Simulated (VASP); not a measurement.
All values below come from HSE06 screened hybrid, VASP's PBE PAW potentials (set 64) (plane waves; VASP).

Input for VASP

POSCAR:
```
Al35N35O
10.0192030
  0.4684272449  -0.8113397860   0.0000000000
  0.4684272449   0.8113397860   0.0000000000
  0.0000000000   0.0000000000   0.9999999616
Al N O
35 35 1
direct
  0.2226663239   0.1114743489   0.2483803882
  0.1107045124   0.2226578992   0.9995676964
  0.2209109229   0.1099090721   0.7505823636
  0.1136355195   0.2253877064   0.5028969296
  0.2219088689   0.4443490331   0.2494733177
  0.1111998656   0.5557485307   0.0000643736
  0.2230949138   0.4447494015   0.7500047351
  0.1113385744   0.5560969248   0.4998988286
  0.2223266870   0.7781405779   0.2498077207
  0.1103866073   0.8879128849   0.9996867837
  0.2220942459   0.7775777261   0.7504484714
  0.1114453416   0.8879197430   0.5016586243
  0.5553212277   0.1115195433   0.2484432579
  0.4444615853   0.2223791092   0.9964273544
  0.5556178612   0.1098591595   0.7506101812
  0.5561530770   0.4457010228   0.2477714622
  0.4444494101   0.5566214319   0.0012450459
  0.5555554250   0.4445242334   0.7526054803
  0.4452771167   0.5569402191   0.4995387718
  0.5556978026   0.7792653958   0.2509264638
  0.4441080283   0.8879549873   0.9997050828
  0.5559670642   0.7773655147   0.7496575283
  0.4430384184   0.8879251440   0.5016936848
  0.8892486754   0.1120243321   0.2493960856
  0.7785392562   0.2226829780   0.9995824514
  0.8888612299   0.1111366671   0.7506438830
  0.7783078555   0.2253948811   0.5028951003
  0.8889892583   0.4443363442   0.2494863450
  0.7787460815   0.5566002378   0.0012664288
  0.8883057917   0.4447524908   0.7499716545
  0.7782711281   0.5569576806   0.4994422886
  0.8901061850   0.7792836538   0.2509149156
  0.7777115974   0.8888734293   0.0002775490
  0.8880271034   0.7773805186   0.7496486219
  0.7781784594   0.8898016244   0.4998645899
  0.1958314714   0.0985074317   0.4342845701
  0.1110351159   0.2235292806   0.1899743823
  0.2195623939   0.1097407591   0.9439271652
  0.1109485758   0.2227183592   0.6927655797
  0.2242723703   0.4452840503   0.4414055573
  0.1110991977   0.5556301730   0.1916527841
  0.2229292540   0.4452485206   0.9411098179
  0.1108986929   0.5551832095   0.6911076763
  0.2219943102   0.7774149691   0.4415649567
  0.1111818674   0.8881550409   0.1902158847
  0.2219619918   0.7773333630   0.9412202221
  0.1102491762   0.8876303019   0.6922465043
  0.5692080743   0.0985884130   0.4343332022
  0.4454833873   0.2244648868   0.1914914727
  0.5567803891   0.1098017065   0.9439430202
  0.4441191054   0.2216084600   0.7194682121
  0.4442196270   0.5562690607   0.1925465306
  0.5571634559   0.4477055159   0.9448725700
  0.4456373488   0.5546107672   0.6893836385
  0.5555385090   0.7774253880   0.4421633975
  0.4434615798   0.8881161273   0.1902654707
  0.5555954255   0.7774246630   0.9410932681
  0.4439468465   0.8875864131   0.6922703546
  0.8894572138   0.1124139232   0.4412382940
  0.7789608761   0.2234990251   0.1899623155
  0.8887663994   0.1109770382   0.9414606480
  0.7783594917   0.2227216897   0.6927829195
  0.8876084926   0.4453120421   0.4414359216
  0.7786258314   0.5563006215   0.1925254398
  0.8889459603   0.4452851411   0.9410856926
  0.7756523236   0.5546374701   0.6893610346
  0.8884417296   0.7774515422   0.4421641630
  0.7779133988   0.8893010444   0.1920079227
  0.8883517117   0.7773698527   0.9410485917
  0.7780384400   0.8894336763   0.6912470974
  0.5711429440   0.4757626255   0.4307482617
```

### INCAR
```
SYSTEM = Al35N35O
PREC = Normal
ENCUT = 400
EDIFF = 1E-5
NELM = 50
ALGO = Normal
LREAL = Auto
LASPH = .TRUE.
ISMEAR = 0
SIGMA = 0.05
GGA = PE
LWAVE = .FALSE.
LCHARG = .FALSE.
NELMIN = 4
ISYM = 0
HFSCREEN = 0.2
AEXX = 0.25
LHFCALC = .TRUE.
PRECFOCK = Fast
ISIF = 0
```

### KPOINTS
```
Automatic mesh
0
Gamma
1 1 1
0 0 0
```

POTCAR, in this order: Al N O (PBE.64 set). Program: vasp_gam. Read from the step before: WAVECAR.

Output

File OSZICAR:
```
       N       E                     dE             d eps       ncg     rms          rms(c)
DAV:   1    -0.613406934358E+03   -0.61341E+03   -0.17594E+01   424   0.859E+00    0.492E+01
DAV:   2    -0.613263000740E+03    0.14393E+00   -0.10710E+00   444   0.369E+00    0.330E+01
DAV:   3    -0.613231982293E+03    0.31018E-01   -0.75045E-01   484   0.293E+00    0.205E+01
DAV:   4    -0.613863017342E+03   -0.63104E+00   -0.13035E+01   468   0.474E+00    0.135E+01
DAV:   5    -0.613342062625E+03    0.52095E+00   -0.17986E+00   484   0.491E+00    0.803E+00
DAV:   6    -0.614192719094E+03   -0.85066E+00   -0.13031E+01   444   0.433E+00    0.108E+01
DAV:   7    -0.612375084885E+03    0.18176E+01   -0.18502E+01   524   0.843E+00    0.692E+00
DAV:   8    -0.613622403056E+03   -0.12473E+01   -0.13284E+00   436   0.459E+00    0.403E+00
DAV:   9    -0.613806015184E+03   -0.18361E+00   -0.95838E+00   468   0.523E+00    0.936E+00
DAV:  10    -0.612391980178E+03    0.14140E+01   -0.15896E+01   532   0.793E+00    0.600E+00
DAV:  11    -0.613616738936E+03   -0.12248E+01   -0.11271E+00   492   0.442E+00    0.348E+00
DAV:  12    -0.613759233191E+03   -0.14249E+00   -0.85519E+00   452   0.499E+00    0.927E+00
DAV:  13    -0.612420393961E+03    0.13388E+01   -0.16050E+01   532   0.796E+00    0.596E+00
DAV:  14    -0.613617285994E+03   -0.11969E+01   -0.11276E+00   500   0.441E+00    0.345E+00
DAV:  15    -0.613762502035E+03   -0.14522E+00   -0.86320E+00   436   0.501E+00    0.928E+00
DAV:  16    -0.612418070364E+03    0.13444E+01   -0.16039E+01   532   0.795E+00    0.593E+00
DAV:  17    -0.613618953095E+03   -0.12009E+01   -0.11346E+00   508   0.441E+00    0.345E+00
DAV:  18    -0.613753316591E+03   -0.13436E+00   -0.84833E+00   444   0.500E+00    0.926E+00
DAV:  19    -0.612421629150E+03    0.13317E+01   -0.16022E+01   540   0.795E+00    0.595E+00
DAV:  20    -0.613615581656E+03   -0.11940E+01   -0.11291E+00   500   0.442E+00    0.345E+00
DAV:  21    -0.613761413819E+03   -0.14583E+00   -0.86215E+00   436   0.503E+00    0.928E+00
DAV:  22    -0.612418208769E+03    0.13432E+01   -0.16068E+01   540   0.795E+00    0.593E+00
DAV:  23    -0.613618421737E+03   -0.12002E+01   -0.11453E+00   492   0.441E+00    0.345E+00
DAV:  24    -0.613751533271E+03   -0.13311E+00   -0.84827E+00   444   0.502E+00    0.926E+00
DAV:  25    -0.612418907652E+03    0.13326E+01   -0.15960E+01   540   0.794E+00    0.594E+00
DAV:  26    -0.613613567352E+03   -0.11947E+01   -0.11324E+00   492   0.442E+00    0.345E+00
DAV:  27    -0.613761427525E+03   -0.14786E+00   -0.86385E+00   436   0.504E+00    0.928E+00
DAV:  28    -0.612416237700E+03    0.13452E+01   -0.16036E+01   540   0.795E+00    0.593E+00
DAV:  29    -0.613617641241E+03   -0.12014E+01   -0.11487E+00   500   0.441E+00    0.345E+00
DAV:  30    -0.613750767297E+03   -0.13313E+00   -0.84760E+00   444   0.502E+00    0.926E+00
DAV:  31    -0.612418426485E+03    0.13323E+01   -0.15944E+01   540   0.794E+00    0.594E+00
DAV:  32    -0.613613129440E+03   -0.11947E+01   -0.11289E+00   492   0.442E+00    0.345E+00
DAV:  33    -0.613762455850E+03   -0.14933E+00   -0.86507E+00   436   0.504E+00    0.928E+00
DAV:  34    -0.612416698377E+03    0.13458E+01   -0.16063E+01   540   0.795E+00    0.593E+00
DAV:  35    -0.613618198722E+03   -0.12015E+01   -0.11424E+00   492   0.441E+00    0.345E+00
DAV:  36    -0.613751455697E+03   -0.13326E+00   -0.84798E+00   444   0.501E+00    0.926E+00
DAV:  37    -0.612419574519E+03    0.13319E+01   -0.15978E+01   532   0.794E+00    0.594E+00
DAV:  38    -0.613613818579E+03   -0.11942E+01   -0.11193E+00   492   0.441E+00    0.344E+00
DAV:  39    -0.613763386892E+03   -0.14957E+00   -0.86540E+00   436   0.502E+00    0.929E+00
DAV:  40    -0.612417983076E+03    0.13454E+01   -0.16095E+01   532   0.795E+00    0.593E+00
DAV:  41    -0.613619614373E+03   -0.12016E+01   -0.11389E+00   508   0.441E+00    0.345E+00
DAV:  42    -0.613750443073E+03   -0.13083E+00   -0.84523E+00   444   0.499E+00    0.926E+00
DAV:  43    -0.612420869933E+03    0.13296E+01   -0.15987E+01   532   0.794E+00    0.594E+00
DAV:  44    -0.613614718521E+03   -0.11938E+01   -0.11210E+00   500   0.441E+00    0.345E+00
DAV:  45    -0.613762631135E+03   -0.14791E+00   -0.86359E+00   444   0.501E+00    0.929E+00
DAV:  46    -0.612418477433E+03    0.13442E+01   -0.16097E+01   532   0.795E+00    0.593E+00
DAV:  47    -0.613620079667E+03   -0.12016E+01   -0.11420E+00   500   0.441E+00    0.345E+00
DAV:  48    -0.613750092330E+03   -0.13001E+00   -0.84480E+00   444   0.500E+00    0.926E+00
DAV:  49    -0.612421544232E+03    0.13285E+01   -0.16000E+01   548   0.794E+00    0.594E+00
DAV:  50    -0.613614003968E+03   -0.11925E+01   -0.11241E+00   500   0.442E+00
   1 F= -.61361400E+03 E0= -.61361400E+03  d E =-.248408E-18
```

File OUTCAR:
```
------------------------ aborting loop EDIFF was not reached (unconverged)  ----------------------------
  volume of cell :      764.49
      direct lattice vectors                 reciprocal lattice vectors
     4.693267657 -8.128978018  0.000000000     0.106535582 -0.061508347  0.000000000
     4.693267657  8.128978018  0.000000000     0.106535582  0.061508347  0.000000000
     0.000000000  0.000000000 10.019202616     0.000000000  0.000000000  0.099808342
  FREE ENERGIE OF THE ION-ELECTRON SYSTEM (eV)
  ---------------------------------------------------
  free  energy   TOTEN  =      -613.6140039677 eV

  energy  without entropy=     -613.6140039677  energy(sigma->0) =     -613.61400397

  exchange ACFDT corr.  =         0.00000000  see jH, gK, PRB 81, 115126
```
(Selected blocks of OUTCAR.)

File stdout:
```
...
DAV:  31    -0.612418426485E+03    0.13323E+01   -0.15944E+01   540   0.794E+00    0.594E+00
DAV:  32    -0.613613129440E+03   -0.11947E+01   -0.11289E+00   492   0.442E+00    0.345E+00
DAV:  33    -0.613762455850E+03   -0.14933E+00   -0.86507E+00   436   0.504E+00    0.928E+00
DAV:  34    -0.612416698377E+03    0.13458E+01   -0.16063E+01   540   0.795E+00    0.593E+00
DAV:  35    -0.613618198722E+03   -0.12015E+01   -0.11424E+00   492   0.441E+00    0.345E+00
DAV:  36    -0.613751455697E+03   -0.13326E+00   -0.84798E+00   444   0.501E+00    0.926E+00
DAV:  37    -0.612419574519E+03    0.13319E+01   -0.15978E+01   532   0.794E+00    0.594E+00
DAV:  38    -0.613613818579E+03   -0.11942E+01   -0.11193E+00   492   0.441E+00    0.344E+00
DAV:  39    -0.613763386892E+03   -0.14957E+00   -0.86540E+00   436   0.502E+00    0.929E+00
DAV:  40    -0.612417983076E+03    0.13454E+01   -0.16095E+01   532   0.795E+00    0.593E+00
DAV:  41    -0.613619614373E+03   -0.12016E+01   -0.11389E+00   508   0.441E+00    0.345E+00
DAV:  42    -0.613750443073E+03   -0.13083E+00   -0.84523E+00   444   0.499E+00    0.926E+00
DAV:  43    -0.612420869933E+03    0.13296E+01   -0.15987E+01   532   0.794E+00    0.594E+00
DAV:  44    -0.613614718521E+03   -0.11938E+01   -0.11210E+00   500   0.441E+00    0.345E+00
DAV:  45    -0.613762631135E+03   -0.14791E+00   -0.86359E+00   444   0.501E+00    0.929E+00
DAV:  46    -0.612418477433E+03    0.13442E+01   -0.16097E+01   532   0.795E+00    0.593E+00
DAV:  47    -0.613620079667E+03   -0.12016E+01   -0.11420E+00   500   0.441E+00    0.345E+00
DAV:  48    -0.613750092330E+03   -0.13001E+00   -0.84480E+00   444   0.500E+00    0.926E+00
DAV:  49    -0.612421544232E+03    0.13285E+01   -0.16000E+01   548   0.794E+00    0.594E+00
DAV:  50    -0.613614003968E+03   -0.11925E+01   -0.11241E+00   500   0.442E+00

 -----------------------------------------------------------------------------
|                                                                             |
|           W    W    AA    RRRRR   N    N  II  N    N   GGGG   !!!           |
|           W    W   A  A   R    R  NN   N  II  NN   N  G    G  !!!           |
|           W    W  A    A  R    R  N N  N  II  N N  N  G       !!!           |
|           W WW W  AAAAAA  RRRRR   N  N N  II  N  N N  G  GGG   !            |
|           WW  WW  A    A  R   R   N   NN  II  N   NN  G    G                |
|           W    W  A    A  R    R  N    N  II  N    N   GGGG   !!!           |
|                                                                             |
|     The electronic self-consistency was not achieved in the given           |
|     number of steps (NELM). The forces and other quantities evaluated       |
|     might not be reliable so examine the results carefully. If you find     |
|     spurious results, we suggest increasing NELM, if you were close to      |
|     convergence or switching to a different ALGO or adjusting the           |
|     density mixing parameters otherwise.                                    |
|                                                                             |
 -----------------------------------------------------------------------------

   1 F= -.61361400E+03 E0= -.61361400E+03  d E =-.248408E-18
```

The run did not converge; its last values are not results.

The supercell is sampled at Γ alone, which is coarse: total energies, pressure and levels can be off, energies of defects by several tenths of an eV.

The cell is a supercell with a defect, built from AlN (wurtzite): O_N-vac_Al. The cell's shape comes from a PBE relaxation. The run is not spin-polarised, so no state with unpaired spins was tried.
